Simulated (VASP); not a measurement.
An input for Ansatz (written as the equivalent of a VASP run, and not itself run):

Ansatz 0.2 input:
```yaml
crystal:
  lattice:
    - [4.3561277, 0.0000000, 0.0000000]
    - [0.0000000, 4.3561277, 0.0000000]
    - [0.0000000, 0.0000000, 2.8598899]
  atoms:
    - { symbol: Cr, position: [0.0000000, 1.0000000, 0.0000000], spin: 2 }
    - { symbol: Cr, position: [0.5000000, 0.5000000, 0.5000000], spin: 2 }
    - { symbol: O, position: [0.3029229, 0.3029229, 0.0000000] }
    - { symbol: O, position: [0.8029229, 0.1970771, 0.5000000] }
    - { symbol: O, position: [0.1970771, 0.8029229, 0.5000000] }
    - { symbol: O, position: [0.6970771, 0.6970771, 1.0000000] }
kpoints:
  mp_grid: { grid: [7, 7, 10] }
hamiltonian:
  xc: lda
  pseudopotentials: { kind: paw }
magnetization: { spin_polarized: true }
scf:
  occupations: { method: methfessel_paxton, width: 0.1 }
  max_iter: 100
relax:
  max_steps: 30
  f_tol: 0.001
output: { forces: true, stress: true, eigenvalues: true }
```

Question: Translate this input to VASP (INCAR, KPOINTS, POSCAR, choice of POTCAR).

Answer: This is not unique; one that fits is 
File POSCAR:
```
CrO2
1
    4.3561277457     0.0000000000     0.0000000000
   -0.0000000000     4.3561277457     0.0000000000
    0.0000000000     0.0000000000     2.8598898582
Cr O
2 4
Direct
  0.0000000000   1.0000000000   0.0000000000
  0.5000000000   0.5000000000   0.5000000000
  0.3029228866   0.3029228866   0.0000000000
  0.8029228866   0.1970771134   0.5000000000
  0.1970771134   0.8029228866   0.5000000000
  0.6970771134   0.6970771134   1.0000000000
```

INCAR:
```
LWAVE=.False.
LORBIT=10
ISPIN=2
IBRION=1
SIGMA=0.1   ! width (eV)
LMAXMIX=4   ! l cut-off of mixed one-centre charges
SYSTEM=CrO2
ENCUT=520   ! plane-wave cut-off (eV)
NSW=30
NELM=100
ISIF=2
ALGO=Normal
ISMEAR=1   ! Methfessel-Paxton
LASPH=.True.   ! aspherical one-centre terms
EDIFFG=-0.001
LREAL=.False.   ! projection in real space or not
LCHARG=.False.
MAGMOM=2*2.0 4*-0.0
PREC=Accurate
EDIFF=1E-8   ! SCF stop (eV)
```

**KPOINTS**
```
Automatic mesh
0
G
7 7 10
0 0 0
```

POTCAR, in this order: Cr_pv O (LDA.64 set). Program: vasp_std.

Limits of the translation: each code has its own PAW files, so the cut-off isn't converted (ENCUT is set for VASP's; basis.ecutwfc is left out, and Ansatz then takes the one that its files recommend); Ansatz stops its SCF on the density residual and VASP on the energy change (EDIFF); Ansatz's lda is the Perdew-Wang form, while the LDA potentials of VASP carry Perdew-Zunger's.

The compound is CrO2 in the rutile structure. This run relaxes the ions in a fixed cell. Symmetry was kept, so distortions that lower it aren't found. The start is the result of an earlier pass.
